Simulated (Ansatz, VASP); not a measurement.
**Cross-check of Ti9Al44O84 (glassy 29TiO2-71Al2O3 (mol %)) between VASP and Ansatz**

Aim: how closely do two programs agree when they are given the same cell, functional and k mesh? Of the first pair: The structure shown is the start of the Ansatz relaxation below; VASP solves that cell, so the two are compared at the walk's first step.

Calculated with Ansatz 0.2.0; plane waves, with VASP 6.6.1 beside it; single point at PBE.

### 1. The starting structure

The cell holds 137 atoms: 9 Ti, 44 Al and 84 O. Its edges and angles: a = 11.681 Å, b = 11.608 Å, c = 11.503 Å, α = 88.0°, β = 89.4°, γ = 89.6°. As first built, before any earlier steps moved the atoms (in the runner's words): 137 atoms (9 Ti, 44 Al, 84 O) placed at random at 3.12 g/cm^3, melted at 4000 K for 10 ps at fixed volume with the Morse and Coulomb pair potential with partial charges (Pedone, Malavasi, Menziani, Cormack and Segre, J. Phys. Chem. B 110, 11780 (2006)). Quenched from 4000 K to 300 K at 1000 K/ps and fixed volume, held 10 ps at zero pressure.

### 2. Ansatz: relaxation, PBE

Ansatz runs on its default PAW (the set named soft_2) files.

The two programs are compared at the cell with which this relaxation starts, whose forces are those of its first step.

input.yaml reads:

```yaml
crystal:
  lattice:
    - [11.68055, 0.04136, 0.05718]
    - [0.04095, 11.60596, 0.20422]
    - [0.05661, 0.20422, 11.50067]
  atoms:
    - { symbol: Ti, position: [0.36728, 0.73565, 0.83342] }
    - { symbol: Ti, position: [0.07146, 0.91486, 0.37785] }
    - { symbol: Ti, position: [0.39267, 0.20817, 0.40041] }
    - { symbol: Ti, position: [0.79741, 0.5792, 0.2057] }
    - { symbol: Ti, position: [0.028, 0.50611, 0.64068] }
    - { symbol: Ti, position: [0.00085, 0.81848, 0.87951] }
    - { symbol: Ti, position: [0.59251, 0.24541, 0.97803] }
    - { symbol: Ti, position: [0.42355, 0.79811, 0.37828] }
    - { symbol: Ti, position: [0.37335, 0.37564, 0.6639] }
    - { symbol: Al, position: [0.34417, 0.96853, 0.97411] }
    - { symbol: Al, position: [0.84711, 0.29268, 0.2943] }
    - { symbol: Al, position: [0.00606, 0.4653, 0.13046] }
    - { symbol: Al, position: [0.86326, 0.28256, 0.05641] }
    - { symbol: Al, position: [0.68843, 0.83307, 0.28085] }
    - { symbol: Al, position: [0.38937, 0.99009, 0.19585] }
    - { symbol: Al, position: [0.11311, 0.29574, 0.7611] }
    - { symbol: Al, position: [0.05922, 0.72347, 0.15852] }
    - { symbol: Al, position: [0.15682, 0.33514, 0.03072] }
    - { symbol: Al, position: [0.834, 0.71509, 0.68744] }
    - { symbol: Al, position: [0.59018, 0.89661, 0.73488] }
    - { symbol: Al, position: [0.36312, 0.26208, 0.14681] }
    - { symbol: Al, position: [0.2523, 0.52305, 0.19875] }
    - { symbol: Al, position: [0.83435, 0.9196, 0.51166] }
    - { symbol: Al, position: [0.76804, 0.06859, 0.67247] }
    - { symbol: Al, position: [0.13178, 0.7877, 0.65209] }
    - { symbol: Al, position: [0.69688, 0.10671, 0.162] }
    - { symbol: Al, position: [0.34434, 0.22414, 0.865] }
    - { symbol: Al, position: [0.39494, 0.46067, 0.95171] }
    - { symbol: Al, position: [0.95513, 0.13902, 0.43599] }
    - { symbol: Al, position: [0.53678, 0.6245, 0.20776] }
[... 101 atom lines left out ...]
    - { symbol: O, position: [0.00657, 0.32659, 0.0584] }
    - { symbol: O, position: [0.69409, 0.34083, 0.32956] }
    - { symbol: O, position: [0.72681, 0.82633, 0.43012] }
    - { symbol: O, position: [0.7254, 0.33951, 0.01523] }
    - { symbol: O, position: [0.7767, 0.55297, 0.36104] }
    - { symbol: O, position: [0.89491, 0.79757, 0.57999] }
kpoints:
  mp_grid: { grid: [1, 1, 1] }
hamiltonian:
  xc: pbe
scf:
  occupations: { method: fixed }
output:
  forces: true
  eigenvalues: true
  stress: true
relax:
  f_tol: 0.05
  max_steps: 70
```

Command:

```console
$ ansatz run input.yaml --threads 4 --pin off --max-ram 8192MiB --backend cpu --events-out ev --progress --plain --runs-dir out
```

Numbers of over 12 decimals in the logs are rounded to 6 here.

Output:

```text
Warning: output.stress: scf.convergence.dr2_threshold = 1e-7 eV (the SCF's general default) is looser than the 1.08e-8 eV advised for a printed stress (1e-10 eV for each atom of the cell: 137, of which 108 are counted). What an SCF threshold leaves in a stress goes as its square root, and in the free energy as the threshold itself, and one threshold admits the most on a small cell: [figures from the program's tests c [...]
Engine: ansatz 0.2.0, x86_64-unknown-linux-gnu
Pseudopotentials: kind: paw
Pseudopotential: Ti, paw, valence charge 12, recommended cutoff 420 eV (normal), Ti.paw.azcp
Pseudopotential: Al, paw, valence charge 3, recommended cutoff 420 eV (normal), Al.paw.azcp
Pseudopotential: O, paw, valence charge 6, recommended cutoff 420 eV (normal), O.paw.azcp
Functional definition: PBE
  parameter kappa = 0.804
  parameter beta = 0.066725
  exchange = pbe_x(kappa = kappa, mu = beta*pi^2/3)
  correlation = pbe_c(beta = beta)
Crystal: 137 atoms, lattice volume = 1558.534 Å³
Basis set: ecut = 420 eV, 30495 PW (Γ), exchange–correlation on 160×160×160 points (8 copies of the dense FFT grid, shifted against one another)
Bands: 509, of which v1, the nominal top of the filled ones, is band 372 counted from 1 (371 counted from 0)
Symmetry: 1 space group operations
Space group: P1 (ITA 1), of the structure as read, at distance tolerance 1.2e-4 Å
k-points: 1
Non-local potential: Ti, projectors of the file, l = 0: 3, l = 1: 2, l = 2: 3, l = 3: 1
Non-local potential: Al, projectors of the file, l = 0: 2, l = 1: 2, l = 2: 1
Non-local potential: O, projectors of the file, l = 0: 2, l = 1: 2, l = 2: 1
PAW form: soft (Blöchl's): semilocal exchange-correlation on the pseudo side does not see the compensation charge
PAW one-centre angular grid: Ti, 590 points (default); XC on 64 Gauss nodes
PAW one-centre angular grid: Al, 110 points (default); XC on 64 Gauss nodes
PAW one-centre angular grid: O, 110 points (default); XC on 64 Gauss nodes
Initial density: superposition of atomic densities (neutral atoms: chi_scale 0, normalization atom), corrected by the library's trained network
Initial wavefunctions: pseudopotential atomic-orbital guess
Functional: x = pbe(κ = 0.804, μ = 0.219515), c = pbe(β = 0.066725)
SCF iter   1: F=—  HF=-93992.713741 eV  |F-HF|=—  |Δ(HF+E_count)|=         —  Δρ=3.64e-3  dr2=3.19e-1  ethr=1.77e-3  ⟨swp⟩=4.0  Hψ=1791  notcnv=0  defer=130
preconditioner: auto → Resta (q_TF=auto, 2.412 Å⁻¹)  ε∞=4.2  [insulator: Δε(μ)=2.445 eV  Ē_g=13.638 eV  n_scr=372 (ndim 8)  ℏωp=24.4 eV  f_vac=0.062  ε∞_Penn≈4.2]
SCF iter   2: F=—  HF=-93992.671995 eV  |F-HF|=—  |Δ(HF+E_count)|=   4.17e-2  Δρ=2.08e-3  dr2=7.88e-2  ethr=4.29e-5  ⟨swp⟩=3.0  Hψ=944  notcnv=0  defer=131
SCF iter   3: F=—  HF=-93992.667607 eV  |F-HF|=—  |Δ(HF+E_count)|=   4.39e-3  Δρ=1.19e-3  dr2=3.74e-2  ethr=1.06e-5  ⟨swp⟩=2.0  Hψ=733  notcnv=0  defer=135
SCF iter   4: F=—  HF=-93992.664285 eV  |F-HF|=—  |Δ(HF+E_count)|=   3.32e-3  Δρ=7.48e-4  dr2=1.14e-2  ethr=5.02e-6  ⟨swp⟩=2.0  Hψ=879  notcnv=0  defer=135
SCF iter   5: F=—  HF=-93992.662632 eV  |F-HF|=—  |Δ(HF+E_count)|=   1.65e-3  Δρ=2.53e-4  dr2=1.07e-3  ethr=1.53e-6  ⟨swp⟩=2.0  Hψ=750  notcnv=0  defer=135
SCF iter   6: F=—  HF=-93992.662710 eV  |F-HF|=—  |Δ(HF+E_count)|=   7.72e-5  Δρ=1.66e-4  dr2=4.63e-4  ethr=1.44e-7  ⟨swp⟩=2.0  Hψ=748  notcnv=0  defer=135
SCF iter   7: F=-93992.662680 eV  HF=-93992.662697 eV  |F-HF|=1.68e-5  |Δ(HF+E_count)|=   1.27e-5  Δρ=5.90e-5  dr2=6.02e-5  ethr=8.40e-9  ⟨swp⟩=16.0  Hψ=3193  notcnv=0
SCF 1 converged in 7 iterations: F = -93992.662680 eV  dr2 = 6.02e-5
  greatest PAW one-centre occupation: 0.999 electrons in one spin orbital (limit 2), on the Ti atom at site 8 (counted from 0), in its partial waves of l = 0
relax step   1: F+E_penalty+E_count = -93992.66268002 eV  Δ(F+E_penalty+E_count) = +0.000e0 eV  max|allowed force component| = 2.831e-1 eV/Å  Δτ_max = 0.0000 Å  (7 SCF iters, dr2 threshold 6.25e-5 eV, accepted)
Initial density: handed on by an earlier stage of this run
[...]
- { symbol: Al, position: [0.754333, 0.980311, 0.927649] }
    - { symbol: Al, position: [0.149344, 0.092578, 0.150276] }
    - { symbol: Al, position: [0.363536, 0.067172, 0.691170] }
    - { symbol: Al, position: [0.543655, 0.019578, 0.502882] }
    - { symbol: Al, position: [0.647189, 0.741399, 0.530895] }
    - { symbol: Al, position: [0.985119, 0.102746, 0.914972] }
    - { symbol: Al, position: [0.596578, 0.364772, 0.215868] }
    - { symbol: Al, position: [0.548192, 0.843255, 0.00369412] }
    - { symbol: Al, position: [0.670107, 0.492948, 0.454792] }
    - { symbol: Al, position: [0.341311, 0.731466, 0.118399] }
    - { symbol: Al, position: [0.210243, 0.572522, 0.487713] }
    - { symbol: Al, position: [0.118329, 0.363086, 0.367851] }
    - { symbol: Al, position: [0.855314, 0.298228, 0.777693] }
    - { symbol: Al, position: [0.592279, 0.573134, 0.716282] }
    - { symbol: Al, position: [0.058305, 0.036736, 0.665650] }
    - { symbol: Al, position: [0.413610, 0.451794, 0.386005] }
    - { symbol: Al, position: [0.156226, 0.567791, 0.877804] }
    - { symbol: Al, position: [0.208959, 0.177357, 0.546768] }
    - { symbol: Al, position: [0.752119, 0.696861, 0.935912] }
    - { symbol: Al, position: [0.681868, 0.246044, 0.455965] }
    - { symbol: Al, position: [0.645688, 0.329380, 0.707402] }
    - { symbol: Al, position: [0.377993, 0.681609, 0.597954] }
    - { symbol: Al, position: [0.693118, 0.473883, 0.937222] }
    - { symbol: O, position: [0.314923, 0.815550, 0.973192] }
    - { symbol: O, position: [0.404217, 0.215961, 0.712367] }
    - { symbol: O, position: [0.215354, 0.301423, 0.641378] }
    - { symbol: O, position: [0.899541, 0.017942, 0.627863] }
    - { symbol: O, position: [0.353862, 0.385470, 0.827208] }
    - { symbol: O, position: [0.419062, 0.341035, 0.497175] }
    - { symbol: O, position: [0.392119, 0.133996, 0.250263] }
    - { symbol: O, position: [0.762098, 0.215467, 0.688991] }
    - { symbol: O, position: [0.926030, 0.986236, 0.401521] }
    - { symbol: O, position: [0.537427, 0.531794, 0.385306] }
    - { symbol: O, position: [0.303923, 0.708887, 0.457072] }
    - { symbol: O, position: [0.072215, 0.899028, 0.748910] }
    - { symbol: O, position: [0.752402, 0.729173, 0.191974] }
    - { symbol: O, position: [0.862276, 0.745549, 0.838600] }
    - { symbol: O, position: [0.542121, 0.432579, 0.967910] }
    - { symbol: O, position: [0.589520, 0.237263, 0.828401] }
    - { symbol: O, position: [0.125146, 0.884188, 0.525848] }
    - { symbol: O, position: [0.271405, 0.498866, 0.361375] }
    - { symbol: O, position: [0.350565, 0.839916, 0.232292] }
    - { symbol: O, position: [0.467334, 0.946277, 0.390693] }
    - { symbol: O, position: [0.423502, 0.228518, 0.00321325] }
    - { symbol: O, position: [0.825848, 0.187940, 0.180809] }
    - { symbol: O, position: [0.530303, 0.435056, 0.698798] }
    - { symbol: O, position: [0.030435, 0.806106, 0.028987] }
[...]
- { symbol: O, position: [0.314457, 0.595700, 0.906137] }
    - { symbol: O, position: [0.099043, 0.700728, 0.825604] }
    - { symbol: O, position: [0.00606213, 0.327379, 0.056693] }
    - { symbol: O, position: [0.694740, 0.341726, 0.330866] }
    - { symbol: O, position: [0.729769, 0.824499, 0.430599] }
    - { symbol: O, position: [0.726083, 0.339456, 0.016191] }
    - { symbol: O, position: [0.778425, 0.554359, 0.362428] }
    - { symbol: O, position: [0.899646, 0.795985, 0.582076] }
```

Reading the cycles: dr2 is the Hartree energy of the density residual (eV), the measure of convergence; HF is the Harris–Foulkes estimate of the energy, which meets the free energy F at convergence.

### 3. VASP: single point, PBE, start cell, pair 1

The same cell, functional and mesh now go to VASP, with its own data sets.

Lines of VASP's logs that name or quote its potential files are left out, and so is its time.

INCAR reads:

```
SYSTEM = Ti9Al44O84
PREC = Accurate
ENCUT = 520
EDIFF = 1E-06
NELM = 120
ISMEAR = 0
SIGMA = 0.01
LREAL = Auto
ALGO = Normal
GGA = PE
NBANDS = 467
LASPH = .TRUE.
LORBIT = 11
LWAVE = .FALSE.
LCHARG = .FALSE.
ISIF = 2
GGA_COMPAT = .FALSE.
EFERMI = MIDGAP
```

POSCAR reads:

```
Ti9Al44O84
1.0
   11.6805500000      0.0413600000      0.0571800000
    0.0409500000     11.6059600000      0.2042200000
    0.0566100000      0.2042200000     11.5006700000
Ti Al O
9 44 84
Direct
    0.3672768317      0.7356486507      0.8334179612
    0.0714561205      0.9148558898      0.3778460098
    0.3926705979      0.2081678957      0.4004058066
    0.7974142309      0.5792033008      0.2057027074
    0.0279957626      0.5061108748      0.6406793030
    0.0008470436      0.8184803838      0.8795141067
    0.5925135399      0.2454135916      0.9780301245
    0.4235505082      0.7981097031      0.3782815626
    0.3733500479      0.3756411197      0.6639037912
    0.3441699442      0.9685310152      0.9741108091
    0.8471137162      0.2926824375      0.2943037606
    0.0060580207      0.4652960829      0.1304559505
    0.8632586567      0.2825596414      0.0564084127
    0.6884339075      0.8330694253      0.2808537164
    0.3893711119      0.9900860004      0.1958529718
    0.1131114153      0.2957437647      0.7610978750
    0.0592181132      0.7234712279      0.1585182962
    0.1568194084      0.3351416420      0.0307191181
    0.8340019319      0.7150909944      0.6874361134
    0.5901761572      0.8966093701      0.7348831122
    0.3631213316      0.2620808397      0.1468101053
    0.2523023272      0.5230481650      0.1987498517
    0.8343509210      0.9195965494      0.5116564345
    0.7680393854      0.0685942153      0.6724717079
    0.1317770866      0.7876969552      0.6520925750
    0.6968815311      0.1067119143      0.1619957452
    0.3443377118      0.2241442039      0.8649962168
    0.3949436559      0.4606690238      0.9517131866
    0.9551284536      0.1390197527      0.4359915675
    0.5367782598      0.6245041559      0.2077592680
[... 101 atom lines left out ...]
    0.0065681949      0.3265910006      0.0583990338
    0.6940928543      0.3408325341      0.3295640124
    0.7268075933      0.8263340382      0.4301216542
    0.7253968842      0.3395140741      0.0152326988
    0.7767029479      0.5529697423      0.3610364131
    0.8949070443      0.7975679313      0.5799879392
```

KPOINTS reads:

```
Automatic mesh
0
Gamma
1 1 1
0 0 0
```

PAW data sets: Ti_sv, Al and O (PBE family, release 64).

Command:

```console
$ export OMP_NUM_THREADS=3
$ mpirun -np 1 vasp_gam
```

Output:

```text
[banner, memory and clock lines left out]
running    1 mpi-ranks, on    1 nodes
[...]
Offloading initialized ...    1 GPUs detected
[...]
LDA part: xc-table for (Slater+PW92), standard interpolation
 POSCAR, INCAR and KPOINTS ok, starting setup
[...]
entering main loop
       N       E                     dE             d eps       ncg     rms          rms(c)
DAV:   1     0.895595669685E+04    0.89560E+04   -0.42562E+05   934   0.168E+03
DAV:   2     0.103139145708E+03   -0.88528E+04   -0.83164E+04  1078   0.450E+02
DAV:   3    -0.115674904362E+04   -0.12599E+04   -0.12410E+04  1081   0.183E+02
DAV:   4    -0.123589853131E+04   -0.79149E+02   -0.78819E+02  1300   0.467E+01
[...]
DAV:  18    -0.104343566711E+04   -0.21752E-05   -0.40694E-05  1228   0.151E-02    0.150E-02
DAV:  19    -0.104343566811E+04   -0.10040E-05   -0.20380E-05  1068   0.109E-02    0.754E-03
DAV:  20    -0.104343566825E+04   -0.14008E-06   -0.51693E-06  1020   0.589E-03
   1 F= -.10434357E+04 E0= -.10434357E+04  d E =0.000000E+00
```

Parts of OUTCAR (step 3):

```text
  Total       32.4653935     10.1257314     10.8289525     -0.1276569     -0.9588854      0.1174939
  in kB       33.3745254     10.4092833     11.1321968     -0.1312317     -0.9857372      0.1207841
  external PRESSURE =      18.3053352 kB  Pullay stress =       0.0000000 kB

 POSITION                                       TOTAL-FORCE (eV/Angst)
[...]
5.55010     11.06680      4.75620         0.037038      0.099120      0.015848
      4.95500      2.67760      0.10310        -0.091539     -0.021224      0.019305
      9.65240      2.25510      2.15930         0.146061      0.064129      0.051452
      6.25760      5.20930      8.15350        -0.015059      0.075321      0.013734
      0.37180      9.34910      0.50050         0.013134     -0.013271      0.176018
      1.58940      0.44410      3.38180         0.086052      0.148930     -0.074862
      1.12710      5.48050      5.69270        -0.075409     -0.059277     -0.053013
      5.79290     11.53770      7.68970        -0.045116     -0.035788     -0.016401
      9.16250      6.67480      0.36580         0.077416      0.001194      0.030746
     11.46100      4.24380      8.19730        -0.020467     -0.004635     -0.110219
      1.46180      5.15260      2.74800        -0.028579     -0.073292      0.058789
      0.55530      0.99660      0.55570        -0.138958     -0.000084     -0.057049
      3.43440      9.11240      8.21210        -0.069165      0.085667     -0.140013
      5.49410      7.77430      8.57280         0.029865     -0.022040     -0.048945
[...]
-----------------------------------------------------------------------------------
    total drift:                               -0.030222      0.048898     -0.017276

  FREE ENERGIE OF THE ION-ELECTRON SYSTEM (eV)
  ---------------------------------------------------
  free  energy   TOTEN  =     -1043.4356682539 eV

  energy  without entropy=    -1043.4356682539  energy(sigma->0) =    -1043.43566825

[... 3 further parts left out ...]
[key lines of the parts left out:]
E-fermi :   4.8614
```

The run ends at a pressure of 1.83 GPa, with forces up to 0.44 eV/Å.

### 4. Differences

Known differences besides the potentials themselves: fixed occupations in Ansatz, narrow Gaussian smearing in VASP; the cutoff is 420 eV in Ansatz and 520 eV in VASP (PREC = Accurate, projectors in real space). Total energies have different zeros and are not compared.

Forces on 9 of the 137 atoms, those with the largest forces and the largest differences (eV/Å; atoms numbered as in POSCAR):

| atom | Ansatz x, y, z | VASP x, y, z |
| --- | --- | --- |
| Ti3 | 0.059, 0.005, -0.145 | 0.085, 0.058, -0.243 |
| Ti5 | 0.200, -0.134, -0.081 | 0.248, -0.191, -0.146 |
| Al24 | -0.149, 0.136, 0.094 | -0.174, 0.143, 0.109 |
| Al46 | -0.007, -0.222, 0.085 | -0.023, -0.239, 0.069 |
| Al50 | -0.107, 0.216, 0.105 | -0.114, 0.201, 0.105 |
| O57 | 0.221, -0.105, -0.057 | 0.258, -0.107, -0.062 |
| O69 | -0.033, -0.009, 0.053 | -0.035, -0.008, -0.089 |
| O89 | 0.011, -0.050, 0.011 | -0.015, -0.126, 0.111 |
| O124 | -0.283, 0.118, 0.082 | -0.389, 0.181, 0.111 |

The forces differ by 25 meV/Å r.m.s., which is 29.3 % of the r.m.s. force of 0.086 eV/Å (both taken over all components).

### 5. Ansatz: relaxation, PBE

This run makes the geometry at which the two programs are then compared.

The structure compared here is the end of the Ansatz relaxation.

input.yaml is that of step 2.

Command:

```console
$ ansatz run input.yaml --threads 4 --pin off --max-ram 8192MiB --backend cpu --events-out ev --progress --plain --runs-dir out
```

Output:

```text
[...]
Crystal: 137 atoms, lattice volume = 1558.534 Å³
Basis set: ecut = 420 eV, 30495 PW (Γ), exchange–correlation on 160×160×160 points (8 copies of the dense FFT grid, shifted against one another)
Bands: 509, of which v1, the nominal top of the filled ones, is band 372 counted from 1 (371 counted from 0)
Symmetry: 1 space group operations
[...]
k-points: 1
[...]
- { symbol: O, position: [0.404217, 0.215961, 0.712367] }
    - { symbol: O, position: [0.215354, 0.301423, 0.641378] }
    - { symbol: O, position: [0.899541, 0.017942, 0.627863] }
    - { symbol: O, position: [0.353862, 0.385470, 0.827208] }
    - { symbol: O, position: [0.419062, 0.341035, 0.497175] }
    - { symbol: O, position: [0.392119, 0.133996, 0.250263] }
    - { symbol: O, position: [0.762098, 0.215467, 0.688991] }
[...]
- { symbol: O, position: [0.729769, 0.824499, 0.430599] }
    - { symbol: O, position: [0.726083, 0.339456, 0.016191] }
    - { symbol: O, position: [0.778425, 0.554359, 0.362428] }
    - { symbol: O, position: [0.899646, 0.795985, 0.582076] }
```

(Part 1 of 2 ends here.)

[Lines on the potential files, build, host, timing and source positions are cut from VASP's logs without a mark.]

[Logs are printed without paths, hosts, clocks, repeated set-up lines and the standing remarks that a program may print on its own settings, such as how far it seeks lower states.]

[Hosts, paths, dates, database ids (printed as entryN), source tags and the programs' standing remarks are cut or masked in the printed files.]
